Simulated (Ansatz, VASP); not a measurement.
# W in two plane-wave programs, part 2 of 2

Wanted: the spread between two codes on one cell, functional and k mesh. The structure shown is the end of the Ansatz relaxation below.

VASP 6.6.1 and Ansatz 0.2.0.

So far: The structure; Ansatz: relaxation, PBEsol; VASP: single point, PBEsol, pair 1; Comparison; VASP: single point, PBEsol, pair 2.

### 6. VASP: single point, PBEsol, pair 2 (continued)

Level of this step: PBEsol; plane waves and PAW (W) (VASP).

Numbers of over 12 decimals in the logs are rounded to 6 here.

OUTCAR, selected parts (step 6):

```text
  Total       -2.7426544     -2.7426544     -0.4832001     -0.0000000      0.0000000      0.0000000
  in kB     -134.0917274   -134.0917274    -23.6242449     -0.0000000      0.0000000      0.0000000
  external PRESSURE =     -97.2692332 kB  Pullay stress =       0.0000000 kB

 POSITION                                       TOTAL-FORCE (eV/Angst)
 -----------------------------------------------------------------------------------
      0.00000      0.00000      0.00000        -0.000000     -0.000000      0.000000
      1.37086      1.37086      2.17975         0.000000      0.000000      0.000000
 -----------------------------------------------------------------------------------
    total drift:                                0.000000      0.000000     -0.000000

  FREE ENERGIE OF THE ION-ELECTRON SYSTEM (eV)
  ---------------------------------------------------
  free  energy   TOTEN  =       -26.8929803385 eV

  energy  without entropy=      -26.8763275055  energy(sigma->0) =      -26.88465392

[... 1 part as in an earlier step ...]

[... 2 further parts left out ...]
[key lines of the parts left out:]
E-fermi :   7.0709
```

The run ends at a pressure of -9.73 GPa.

### 7. Side by side

What differs besides the data sets and the points named for the pairs above, as far as they apply: the data sets hold 28 valence electrons in Ansatz (on its PAW soft_1 files) and 12 in VASP. Total energies have different zeros and are not compared.

Compared:

```csv
quantity,Ansatz,VASP,difference
pressure (GPa),-6.95,-9.73,+2.78
```

### 8. Ansatz: relaxation, PBEsol

This run makes the geometry at which the two programs are then compared. The cell compared in this pair holds 32.84 Å³, against 32.77 Å³ for the pair before.

The structure compared here is the end of the Ansatz relaxation.

Input file input.yaml:

```yaml
crystal:
  lattice:
    - [2.76997784, 0.0, 0.0]
    - [0.0, 2.76997784, 0.0]
    - [0.0, 0.0, 4.04525242]
  atoms:
    - { symbol: W, position: [0.0, 0.0, 0.0] }
    - { symbol: W, position: [0.5, 0.5, 0.5] }
kpoints:
  mp_grid: { grid: [15, 15, 11] }
scf:
  occupations: { method: fermi_dirac, width: 0.05 }
hamiltonian:
  xc: pbesol
  pseudopotentials: { kind: paw, azcp: { folder: soft_1 }, xc_functional: pbe }
basis:
  ecutwfc: 600
output:
  forces: true
  stress: true
relax:
  f_tol: 0.005
  max_steps: 70
  cell: { stress_tol: 0.02, p_target: 0, fix: [a, b, alpha, beta, gamma] }
```

Command:

```sh
> ansatz run input.yaml --threads 3 --pin off --max-ram 5120MiB --backend cpu --events-out ev --progress --plain --runs-dir out
```

What it wrote:

```text
[...]
Crystal: 2 atoms, lattice volume = 31.038 Å³
Basis set: ecut = 600 eV, 1041 PW (Γ), exchange–correlation on 48×48×72 points (8 copies of the dense FFT grid, shifted against one another)
Bands: 18, of which v1, the nominal top of the filled ones, is band 14 counted from 1 (13 counted from 0)
Symmetry: 32 space group operations
[...]
k-points: 216 of 2475
[...]
-11.647967       0.000000       0.000000
        0.000000     -11.647967      -0.000000
        0.000000      -0.000000       0.006423
  P = ⅓ Tr σ = -7.7632 GPa (-77.632 kbar)
--- Relaxed structure (5 steps of the walk, 5 accepted, 1 SCFs on fresh bases) ---
[...]
cell:  # Å, volume = 32.8398 Å³
    - [2.76997784, 0, 0]
    - [0, 2.76997784, 0]
    - [0, 0, 4.280042]
  atoms:
    - { symbol: W, position: [0.0, 0.0, 0.0] }
    - { symbol: W, position: [0.5, 0.5, 0.500000] }
[key lines of the parts left out:]
SCF converged after 8 iterations
Free energy (F): -20514.272585 eV
Fermi energy:    21.074077 eV
```

### 9. VASP: single point, PBEsol, pair 3

The same cell, functional, mesh and smearing now go to VASP, with its own data sets.

Input file INCAR:

```
SYSTEM = W
PREC = Accurate
ENCUT = 600
EDIFF = 1E-06
NELM = 120
ISMEAR = -1
SIGMA = 0.05
LREAL = .FALSE.
ALGO = Normal
GGA = PS
NBANDS = 12
LASPH = .TRUE.
LORBIT = 11
LWAVE = .FALSE.
LCHARG = .FALSE.
ISIF = 2
GGA_COMPAT = .FALSE.
KPAR = 2
```

Input file POSCAR:

```
W
1.0
    2.7699778400      0.0000000000      0.0000000000
    0.0000000000      2.7699778400      0.0000000000
    0.0000000000      0.0000000000      4.2800415820
W
2
Direct
    0.0000000000      0.0000000000      0.0000000000
    0.5000000000      0.5000000000      0.5000000000
```

Input file KPOINTS:

```
Automatic mesh
0
Gamma
15 15 11
0 0 0
```

PAW data sets: W (PBE family, release 64).

Command:

```sh
> mpirun -np 2 vasp_std
```

What it wrote:

```text
[... set-up lines as in an earlier step ...]
 entering main loop
       N       E                     dE             d eps       ncg     rms          rms(c)
DAV:   1     0.363206922894E+02    0.36321E+02   -0.58160E+03  5184   0.984E+02
DAV:   2    -0.250213062708E+02   -0.61342E+02   -0.57265E+02  6196   0.237E+02
DAV:   3    -0.282625338336E+02   -0.32412E+01   -0.30819E+01  6732   0.429E+01
DAV:   4    -0.283191921178E+02   -0.56658E-01   -0.56280E-01  5572   0.568E+00
[...]
DAV:  10    -0.268435673417E+02   -0.99140E-05   -0.13017E-05  5912   0.304E-02    0.194E-02
DAV:  11    -0.268435655735E+02    0.17682E-05   -0.35818E-06  5420   0.116E-02    0.267E-03
DAV:  12    -0.268435654950E+02    0.78454E-07   -0.51106E-08  2800   0.210E-03
   1 F= -.26843565E+02 E0= -.26834925E+02  d E =-.172820E-01
```

Parts of OUTCAR (step 9):

```text
  Total       -2.9667116     -2.9667116     -0.4963564      0.0000000      0.0000000      0.0000000
  in kB     -144.7389210   -144.7389210    -24.2160680      0.0000000      0.0000000      0.0000000
  external PRESSURE =    -104.5646367 kB  Pullay stress =       0.0000000 kB

 POSITION                                       TOTAL-FORCE (eV/Angst)
 -----------------------------------------------------------------------------------
      0.00000      0.00000      0.00000         0.000000      0.000000      0.000000
      1.38499      1.38499      2.14002        -0.000000     -0.000000      0.000000
 -----------------------------------------------------------------------------------
    total drift:                                0.000000      0.000000     -0.000000

  FREE ENERGIE OF THE ION-ELECTRON SYSTEM (eV)
  ---------------------------------------------------
  free  energy   TOTEN  =       -26.8435654950 eV

  energy  without entropy=      -26.8262835189  energy(sigma->0) =      -26.83492451

[... 1 part as in an earlier step ...]

[... 2 further parts left out ...]
[key lines of the parts left out:]
E-fermi :   6.9668
```

The run ends at a pressure of -10.46 GPa.

### 10. Side by side

What differs besides the data sets and the points named for the pairs above, as far as they apply: the data sets hold 28 valence electrons in Ansatz (on its PAW soft_1 files) and 12 in VASP. Total energies have different zeros and are not compared.

Compared:

```csv
quantity,Ansatz,VASP,difference
pressure (GPa),-7.76,-10.46,+2.69
```

### 11. Results

| Property | Result |
| --- | --- |
| difference in pressure (single point, PBEsol, pair 1) | 2.6 GPa |
| difference in pressure (single point, PBEsol, pair 2) | 2.8 GPa |
| difference in pressure (single point, PBEsol, pair 3) | 2.7 GPa |

The difference in pressure is 2.8 GPa (single point, PBEsol, pair 2), beyond the 1 GPa picked in this series as the mark of a large difference. The data sets hold unlike numbers of valence electrons (28 in Ansatz and 12 in VASP), so part of the differences comes from the potentials. What causes the difference of the single point, PBEsol, pair 1 pair stays open here. What causes the difference of the single point, PBEsol, pair 2 pair stays open here. What causes the difference of the single point, PBEsol, pair 3 pair stays open here. 3 further runs of this series are not shown here. How closely two codes agree says nothing of how well the functional describes the real material.

[Lines on the potential files, build, host, timing and source positions are cut from VASP's logs without a mark.]

[Logs are printed without paths, hosts, clocks, repeated set-up lines and the standing remarks that a program may print on its own settings, such as how far it seeks lower states.]

[Hosts, paths, dates, database ids (printed as entryN), source tags and the programs' standing remarks are cut or masked in the printed files.]
